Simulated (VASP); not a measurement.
**TlCl (space group Pm-3m): computed properties**

These are LDA (Ceperley-Alder, Perdew-Zunger), VASP's LDA PAW potentials (set 64) (plane waves; VASP) values and carry that method's errors.

space group: Pm-3m (221)
cell: a = 3.695 Å, b = 3.695 Å, c = 3.695 Å, α = 90.00°, β = 90.00°, γ = 90.00°
volume per atom: 25.23 Å^3/atom
band gap (over mesh and band path): 1.55 eV
smallest direct gap (over mesh and band path): 1.55 eV
Hill bulk modulus: 38.0 GPa
Hill shear modulus: 14.1 GPa
Poisson's ratio: 0.335
band-edge character without spin-orbit coupling: direct, X to X
band gap with spin-orbit coupling: 0.98 eV
density: 7.89 g/cm³
optical Γ-point spectrum: 63 (×3) cm⁻¹
C11: 55.4 GPa
C12: 29.3 GPa
C44: 14.9 GPa

```yaml
crystal:
  lattice:
    - [3.69525, 0.00000, 0.00000]
    - [0.00000, 3.69525, 0.00000]
    - [0.00000, 0.00000, 3.69525]
  atoms:
    - { symbol: Tl, position: [0.00000, 0.00000, 0.00000] }
    - { symbol: Cl, position: [0.50000, 0.50000, 0.50000] }
```

Unless said otherwise, spin-orbit coupling is left out, though it shifts the bands of the heavy elements here.

The structure comes from a computed database's TlCl entry (Pm-3m); how it stands against other phases isn't given here. It was relaxed first, which changed the volume by -11 %. Symmetry was kept, so distortions that lower it aren't found.
